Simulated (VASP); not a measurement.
Input:

```
Pt3Ti
1.0
    3.97890     0.00000     0.00000
    0.00000     3.97890     0.00000
    0.00000     0.00000     3.97890
Ti Pt
1 3
Direct
  0.00000   0.00000   0.00000
  0.00000   0.50000   0.50000
  0.50000   0.00000   0.50000
  0.50000   0.50000   0.00000
```

Level of theory: PBE GGA with D3 dispersion (Becke-Johnson damping), VASP's PBE PAW potentials (set 64) (plane waves; VASP). Numerical set-up: 520 eV cut-off, 8×8×8 Γ-centred mesh, first-order Methfessel-Paxton smearing of 0.10 eV, potentials Ti_sv Pt.

Give the stress tensor in GPa (positive for a compressed cell).

```
-13.08    0.00    0.00
  0.00  -13.08    0.00
  0.00    0.00  -13.08
```
The pressure is its mean diagonal, -13.08 GPa.

The compound is Pt3Ti in the L1_2 structure. This cell is one point of a volume scan, at 1.06 of the reference volume.
